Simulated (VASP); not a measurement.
# Si2WC3 (P6/mmm) in VASP: further runs

The runs below take Si2WC3 through relaxation of cell and atoms, with PBE.

Everything below comes from runs of VASP 6.6.1. Logs are shortened: lines on timing, memory, paths and dates and some standing lists are left out, and cuts for length are marked.

## Step 1: The crystal as given

It takes space group P6/mmm (No. 191, hexagonal). Conventional cell: a = 5.031 Å, b = 5.031 Å, c = 3.920 Å, α = 90.00°, β = 90.00°, γ = 120.00°. Si (site symmetry -6m2) has 6 C at 2.44 Å as nearest neighbours. Around W (site symmetry 6/mmm) lie 6 Si at 2.90 Å and 12 C at 3.19 Å. C (site symmetry mmm) has 4 Si at 2.44 Å and 4 C at 2.52 Å as nearest neighbours.

The cell was built by a generator and needn't be a form met in nature.

## Step 2: Relaxation of cell and atoms, PBE

INCAR

```
SYSTEM = Si2WC3
ALGO = Fast
EDIFF = 1E-4
EDIFFG = -0.08
ENCUT = 520
GGA = PE
IBRION = 2
ISIF = 3
ISMEAR = 0
LASPH = .True.
LCHARG = .False.
LREAL = .False.
LWAVE = .False.
NELM = 60
NSW = 24
PREC = Normal
SIGMA = 0.15
```

KPOINTS

```
k-points
0
Gamma
  4 4 5
  0 0 0
```

POSCAR

```
Si2WC3
1.0
    5.0314022700      0.0000000000      0.0000000000
   -2.5157011300      4.3573221800      0.0000000000
    0.0000000000      0.0000000000      3.9199923000
Si W C
2 1 3
Direct
    0.3333333300      0.6666666700      0.0000000000
    0.6666666700      0.3333333300      0.0000000000
    0.0000000000      0.0000000000      0.0000000000
    0.5000000000      0.0000000000      0.5000000000
    0.0000000000      0.5000000000      0.5000000000
    0.5000000000      0.5000000000      0.5000000000
```

Potentials or basis: VASP PAW PBE potentials, release 64 (Si, W_sv, C).

The run is started by

```bash
> cat potpaw_PBE.64/Si/POTCAR potpaw_PBE.64/W_sv/POTCAR potpaw_PBE.64/C/POTCAR > POTCAR
> mpirun -np 1 vasp_std > vasp.out
```

OUTCAR:

```text
SYSTEM = Si2WC3
   EDIFF = 1E-4
   EDIFFG = -0.08
   ENCUT = 520
   GGA = PE
   IBRION = 2
   ISIF = 3
   ISMEAR = 0
   LASPH = .True.
   LREAL = .False.
   NELM = 60
   NSW = 24
   PREC = Normal

 ion  position               nearest neighbor table
   1  0.333  0.667  0.000-   4 2.44   4 2.44   5 2.44   5 2.44   6 2.44   6 2.44   3 2.90   2 2.90
                             2 2.90   3 2.90   3 2.90   2 2.90
   2  0.667  0.333  0.000-   4 2.44   4 2.44   5 2.44   5 2.44   6 2.44   6 2.44   3 2.90   1 2.90
                             1 2.90   3 2.90   3 2.90   1 2.90
   3  0.000  0.000  0.000-   1 2.90   2 2.90   1 2.90   2 2.90   2 2.90   1 2.90
   4  0.500  0.000  0.500-   1 2.44   2 2.44   1 2.44   2 2.44
   5  0.000  0.500  0.500-   1 2.44   2 2.44   1 2.44   2 2.44
   6  0.500  0.500  0.500-   1 2.44   2 2.44   1 2.44   2 2.44

  LATTYP: Found a hexagonal cell.
 ALAT       =     5.0314022700
 C/A-ratio  =     0.7791053248

  Lattice vectors:

 A1 = (   5.0314022700,   0.0000000000,   0.0000000000)
 A2 = (  -2.5157011300,   4.3573221800,   0.0000000000)
 A3 = (   0.0000000000,   0.0000000000,   3.9199923000)

Analysis of symmetry for initial positions (statically):
=====================================================================
 Subroutine PRICEL returns:
 Original cell was already a primitive cell.

 Routine SETGRP: Setting up the symmetry group for a
 hexagonal supercell.

 Subroutine GETGRP returns: Found 24 space group operations
 (whereof 24 operations were pure point group operations)
 out of a pool of 24 trial point group operations.

The static configuration has the point symmetry D_6h.

Analysis of symmetry for dynamics (positions and initial velocities):
=====================================================================
 Subroutine PRICEL returns:
 Original cell was already a primitive cell.

 Routine SETGRP: Setting up the symmetry group for a
 hexagonal supercell.

 Subroutine GETGRP returns: Found 24 space group operations
 (whereof 24 operations were pure point group operations)
 out of a pool of 24 trial point group operations.

The dynamic configuration has the point symmetry D_6h.

 Subroutine INISYM returns: Found 24 space group operations
 (whereof 24 operations are pure point group operations),
 and found     1 'primitive' translations

----------------------------------------------------------------------------------------

                                     Primitive cell

  volume of cell :      85.9397

  direct lattice vectors                    reciprocal lattice vectors
     5.031402270  0.000000000  0.000000000     0.198751749  0.114749375  0.000000000
    -2.515701130  4.357322180  0.000000000     0.000000000  0.229498751  0.000000000
     0.000000000  0.000000000  3.919992300     0.000000000  0.000000000  0.255102542

  length of vectors
     5.031402270  5.031402265  3.919992300     0.229498751  0.229498751  0.255102542

  position of ions in fractional coordinates (direct lattice)
     0.333333330  0.666666670  0.000000000
     0.666666670  0.333333330  0.000000000
     0.000000000  0.000000000  0.000000000
     0.500000000  0.000000000  0.500000000
     1.000000000  0.500000000  0.500000000
     0.500000000  0.500000000  0.500000000

  ion indices of the primitive-cell ions
   primitive index   ion index
                 1           1
                 2           2
                 3           3
                 4           4
                 5           5
                 6           6

----------------------------------------------------------------------------------------

 KPOINTS: k-points

Automatic generation of k-mesh.
 Grid dimensions read from file:
 generate k-points for:    4    4    5

 Generating k-lattice:

  Cartesian coordinates                     Fractional coordinates (reciprocal lattice)
     0.049687937  0.028687344  0.000000000     0.250000000 -0.000000000  0.000000000
     0.000000000  0.057374688  0.000000000     0.000000000  0.250000000  0.000000000
     0.000000000  0.000000000  0.051020508     0.000000000  0.000000000  0.200000000

  Length of vectors
     0.057374688  0.057374688  0.051020508

  Shift w.r.t. Gamma in fractional coordinates (k-lattice)
     0.000000000  0.000000000  0.000000000

 Subroutine IBZKPT returns following result:
 ===========================================

 Found     12 irreducible k-points:

 Following reciprocal coordinates:
            Coordinates               Weight
  0.000000  0.000000  0.000000      1.000000
  0.250000  0.000000  0.000000      6.000000
  0.500000  0.000000  0.000000      3.000000
  0.250000  0.250000  0.000000      6.000000
  0.000000  0.000000  0.200000      2.000000
  0.250000  0.000000  0.200000     12.000000
  0.500000  0.000000  0.200000      6.000000
  0.250000  0.250000  0.200000     12.000000
  0.000000  0.000000  0.400000      2.000000
  0.250000  0.000000  0.400000     12.000000
  0.500000  0.000000  0.400000      6.000000
  0.250000  0.250000  0.400000     12.000000
   k-points           NKPTS =     12   k-points in BZ     NKDIM =     12   number of bands    NBANDS=     21
   number of dos      NEDOS =    301   number of ions     NIONS =      6
   total plane-waves  NPLWV =  18816
   dimension x,y,z NGX =    28 NGY =   28 NGZ =   24
   dimension x,y,z NGXF=    56 NGYF=   56 NGZF=   48
   ions per type =               2   1   3
   NGX,Y,Z   is equivalent  to a cutoff of   9.25,  9.25, 10.18 a.u.
   NGXF,Y,Z  is equivalent  to a cutoff of  18.50, 18.50, 20.36 a.u.
 SYSTEM =  Si2WC3
   PREC   = normal    normal or accurate (medium, high low for compatibility)
   ISTART =      0    job   : 0-new  1-cont  2-samecut
   ICHARG =      2    charge: 1-file 2-atom 10-const
   ISPIN  =      1    spin polarized calculation?
   LNONCOLLINEAR =      F non collinear calculations
   LSORBIT =      F    spin-orbit coupling
   LASPH  =      T    aspherical Exc in radial PAW
   ENCUT  =  520.0 eV  38.22 Ry    6.18 a.u.   9.36  9.36  7.29*2*pi/ulx,y,z
   NELM   =     60;   NELMIN=  2; NELMDL= -5     # of ELM steps
   EDIFF  = 0.1E-03   stopping-criterion for ELM
   LREAL  =      F    real-space projection
   EDIFFG = -.8E-01   stopping-criterion for IOM
   NSW    =     24    number of steps for IOM
   IBRION =      2    ionic relax: 0-MD 1-quasi-New 2-CG
   NFREE  =      1    steps in history (QN), initial steepest desc. (CG)
   ISIF   =      3    stress and relaxation
   ISYM   =      2    0-nonsym 1-usesym 2-fastsym
   POTIM  = 0.5000    time-step for ionic-motion
   TEBEG  =    0.0;   TEEND  =   0.0 temperature during run
   PSTRESS=    0.0 pullay stress
   NELECT =      34.0000    total number of electrons
   NUPDOWN=      -1.0000    fix difference up-down
   EMIN   =  10.00;   EMAX   =-10.00  energy-range for DOS
   EFERMI =   0.00;   METHOD = LEGACY
   ISMEAR =     0;   SIGMA  =   0.15  broadening in eV -4-tet -1-fermi 0-gaus
   EFERMI_NEDOS =   21; number of points for ismear=-14 and -15
   IALGO  =     68    algorithm
   IMIX   =      4    mixing-type and parameters
     AMIX     =   0.40;   BMIX     =  1.00
     AMIX_MAG =   1.60;   BMIX_MAG =  1.00
  volume/ion in A,a.u.               =      14.32        96.66
  Fermi-wavevector in a.u.,A,eV,Ry     =   1.201812  2.271095 19.651599  1.444352
  Thomas-Fermi vector in A             =   2.337610
   LORBIT       =      0    0 simple, 1 ext, 2 COOP (PROOUT), +10 PAW based schemes
   GGA     = PE    functional components
   LHFCALC =     F    Hartree Fock is set to
   AEXX    =    0.0000 exact exchange contribution
   IVDW    =     0    specifies the selected vdW correction
   LEPSILON=     F    determine dielectric tensor
   LRPA    =     F    only Hartree local field effects (RPA)
 conjugate gradient relaxation of ions
 non-spin polarized calculation
 RMM-DIIS sequential band-by-band and
 Gauss-broadening in eV      SIGMA  =   0.15
  energy-cutoff  :      520.00
  volume of cell :       85.94
 maximum number of plane-waves:      2330
   NGX = 19   NGY = 19   NGZ = 15

--------------------------------------- Ionic step        1  -------------------------------------------

 number of electron      34.0000010 magnetization

 Free energy of the ion-electron system (eV)
  ---------------------------------------------------
  ext. energy  EPLUGINS =         0.00000000
  ---------------------------------------------------
  free energy    TOTEN  =       -35.36901785 eV

  energy without entropy =      -35.32319829  energy(sigma->0) =      -35.34610807

------------------------ aborting loop because EDIFF is reached ----------------------------------------

  FORCE on cell =-STRESS in cart. coord.  units (eV):
  Direction    XX          YY          ZZ          XY          YZ          ZX
  --------------------------------------------------------------------------------------
  -------------------------------------------------------------------------------------
  Total      -13.9864338    -13.9864338    -18.7617817     -0.0000000     -0.0000000     -0.0000000
  in kB     -260.7495982   -260.7495980   -349.7765840     -0.0000003     -0.0000000     -0.0000000
  external PRESSURE =    -290.4252601 kB  Pullay stress =       0.0000000 kB
[... 101 lines left out ...]
  FREE ENERGIE OF THE ION-ELECTRON SYSTEM (eV)
  ---------------------------------------------------
  free  energy   TOTEN  =       -38.4304609995 eV

  energy  without entropy=      -38.4021855767  energy(sigma->0) =      -38.41632329

[... ionic steps 4 to 10 ...]

--------------------------------------- Ionic step       11  -------------------------------------------

 number of electron      33.9999984 magnetization

 E-fermi :   9.9317     XC(G=0): -12.3874

 val. band max:        9.9313224477   @ k =   0.0000   0.0000   0.0000
 cond. band min:       9.9362121491   @ k =   0.5000   0.0000   0.0000
 fundamental gap:      0.0048897014
 Fermi energy:         9.9317158267

 k-point     1 :       0.0000    0.0000    0.0000
  band No.  band energies     occupation
      1     -64.6766      2.00000
      2     -28.9142      2.00000
      3     -28.9142      2.00000
      4     -28.1505      2.00000
      5      -6.8141      2.00000
      6      -2.0331      2.00000
[... 354 lines left out ...]
  energy  without entropy=      -40.9349300809  energy(sigma->0) =      -40.95704566

--------------------------------------- Ionic step       13  -------------------------------------------

 number of electron      33.9999982 magnetization

 Free energy of the ion-electron system (eV)
  ---------------------------------------------------
  ext. energy  EPLUGINS =         0.00000000
  ---------------------------------------------------
  free energy    TOTEN  =       -40.99064725 eV

  energy without entropy =      -40.94650421  energy(sigma->0) =      -40.96857573

 E-fermi :  10.0002     XC(G=0): -12.4109

 val. band max:        9.9882505045   @ k =   0.2500   0.0000   0.2000
 cond. band min:      10.0276936139   @ k =   0.2500   0.2500   0.2000
 fundamental gap:      0.0394431094
 Fermi energy:        10.0001830343

 k-point     1 :       0.0000    0.0000    0.0000
  band No.  band energies     occupation
      1     -64.6105      2.00000
      2     -28.8501      2.00000
      3     -28.8501      2.00000
      4     -28.0898      2.00000
      5      -6.7928      2.00000
      6      -1.9792      2.00000
[... 310 lines left out ...]
  FREE ENERGIE OF THE ION-ELECTRON SYSTEM (eV)
  ---------------------------------------------------
  free  energy   TOTEN  =       -40.9906472493 eV

  energy  without entropy=      -40.9465042088  energy(sigma->0) =      -40.96857573

 reached required accuracy - stopping structural energy minimisation
```

Run time: 1.7 min. Hardware: 1 thread of Intel Xeon Platinum 8559C (Emerald Rapids), shared host; peak memory 0.17 GiB.

What came out:

| Quantity | Value |
| --- | --- |
| Free energy | -40.9906 eV |
| Relaxed volume | 10.36 Å³/atom |
| Relaxed cell | a = 5.197 Å, b = 5.197 Å, c = 2.658 Å, α = 90.00°, β = 90.00°, γ = 120.00° |
| Space group after relaxing (to 0.05 Å) | P6/mmm (No. 191) |
| Energy gained by relaxing | 936.9 meV/atom |
| Ionic steps | 13 |
| Pressure after relaxing | -0.4 GPa |
| Band gap on the k mesh | none (metal or under the smearing width) |

Stress tensor (GPa, compression positive):
```
-0.49  0.00  0.00
 0.00 -0.49  0.00
 0.00  0.00 -0.17
```

The path:
```
step  energy change (eV)  largest force (eV/Å)  pressure (GPa)  volume (Å³)
   1              0.0000                0.0000          -29.04        85.94
   2             -2.9303                0.0000           14.71        57.49
   3             -3.0614                0.0000            1.88        61.11
   4             -3.6721                0.0000            1.11        59.94
   5             -4.8366                0.0000            4.98        57.85
   6             -3.3695                0.0000           63.36        51.99
   7             -5.2033                0.0000           21.53        55.72
   8             -5.2728                0.0000           16.51        56.23
   9             -5.5348                0.0000            6.12        59.67
  10             -5.6129                0.0000           -2.85        63.16
  11             -5.6199                0.0000           -1.23        62.46
  12             -5.6101                0.0000            1.92        61.27
  13             -5.6216                0.0000           -0.38        62.18
```

Final structure:
```xyz
6
Lattice="5.1969 0.0000 0.0000 -2.5984 4.5006 0.0000 0.0000 0.0000 2.6584" Properties=species:S:1:pos:R:3 pbc="T T T"
Si    0.0000    3.0004    0.0000
Si    2.5984    1.5002    0.0000
W     0.0000    0.0000    0.0000
C     2.5984    0.0000    1.3292
C    -1.2992    2.2503    1.3292
C     1.2992    2.2503    1.3292
```

Levels at points of the mesh, in eV from the Fermi level:
```
           k point  band 15  band 16  band 17  band 18  band 19  band 20
(0.00, 0.00, 0.00)    -0.21     0.04     0.99     0.99     1.14     2.40
(0.50, 0.00, 0.00)    -0.65    -0.14    -0.07     0.71     2.80     2.94
```

Caveat: the k mesh is coarse (spacing up to 0.36 Å⁻¹), so the values aren't converged; the volume moved by over 15 % at a fixed basis, so the end points are rough; the relaxation stopped at a loose force limit of 0.08 eV/Å, so its end isn't a converged minimum.

## Step 3: Relaxation of cell and atoms, PBE

This run uses another cell than the first one, of 12.33 Å³/atom, 0.861 times its volume.

INCAR is that of step 2.

KPOINTS

```
k-points
0
Gamma
  5 5 3
  0 0 0
```

POSCAR

```
Si2WC3
1.0
    3.2070433500      0.0000000000      0.0000000000
    0.0000000000      3.2070433500      0.0000000000
    0.0000000000      0.0000000000      7.1929252100
Si W C
2 1 3
Direct
    0.5000000000      0.0000000000      0.7344790700
    0.0000000000      0.5000000000      0.2655209300
    0.5000000000      0.5000000000      0.0000000000
    0.5000000000      0.0000000000      0.3861632900
    0.0000000000      0.5000000000      0.6138367100
    0.0000000000      0.0000000000      0.0000000000
```

Potentials or basis: VASP PAW PBE potentials, release 64 (Si, W_sv, C).

The run is started by

```bash
> cat potpaw_PBE.64/Si/POTCAR potpaw_PBE.64/W_sv/POTCAR potpaw_PBE.64/C/POTCAR > POTCAR
> mpirun -np 1 vasp_std > vasp.out
```

It took 54 s on 1 thread of Intel Xeon Platinum 8559C (Emerald Rapids), shared host; peak memory 0.15 GiB.

Results (log left out):

* Free energy: -46.2150 eV
* Relaxed volume: 10.31 Å³/atom
* Relaxed cell: a = 2.892 Å, b = 2.892 Å, c = 7.396 Å, α = 90.00°, β = 90.00°, γ = 90.00°
* Space group after relaxing (to 0.05 Å): P-4m2 (No. 115)
* Energy gained by relaxing: 930.3 meV/atom
* Ionic steps: 11
* Pressure after relaxing: -0.1 GPa
* Largest force after relaxing: 0.065 eV/Å
* Band gap on the k mesh: none (metal or under the smearing width)

Forces on the atoms (eV/Å):
```
Si   0.000  0.000  0.065
Si   0.000  0.000 -0.065
W    0.000  0.000  0.000
C    0.000  0.000 -0.025
C    0.000  0.000  0.025
C    0.000  0.000  0.000
```

Stress tensor (GPa, compression positive):
```
 0.40  0.00  0.00
 0.00  0.40  0.00
 0.00  0.00 -0.97
```

The path:
```
step  energy change (eV)  largest force (eV/Å)  pressure (GPa)  volume (Å³)
   1              0.0000                4.2439          -18.97        73.98
   2             -2.9504                4.7792           12.31        59.32
   3             -3.0510                4.5490           26.92        56.36
   4             -4.4377                2.2058           28.12        56.11
   5             -4.7925                1.5320           35.25        55.85
   6             -5.4459                0.2619          -10.77        64.87
   7             -5.5669                0.4136           -0.02        62.04
   8             -5.5667                0.3888           -0.54        62.16
   9             -5.5747                0.2511           -0.68        62.15
  10             -5.5804                0.0706           -0.66        62.12
  11             -5.5818                0.0651           -0.05        61.86
```

Final structure:
```
Si W C
1.0
     2.89189    0.00000    0.00000
     0.00000    2.89189    0.00000
     0.00000    0.00000    7.39625
Si W C
2 1 3
Cartesian
  1.4459 0.0000 4.7253
  0.0000 1.4459 2.6710
  1.4459 1.4459 0.0000
  1.4459 0.0000 2.6654
  0.0000 1.4459 4.7309
  0.0000 0.0000 0.0000
```

Levels at points of the mesh, in eV from the Fermi level:
```tsv
k point	band 13	band 14	band 15	band 16	band 17	band 18	band 19	band 20	band 21
(0.00, 0.00, 0.00)	-1.19	-1.19	-0.80	-0.09	-0.09	0.21	1.24	1.24	1.37
```

Caveat: the k mesh is coarse (spacing up to 0.39 Å⁻¹), so the values aren't converged; the volume moved by over 15 % at a fixed basis, so the end points are rough; the relaxation stopped at a loose force limit of 0.08 eV/Å, so its end isn't a converged minimum.
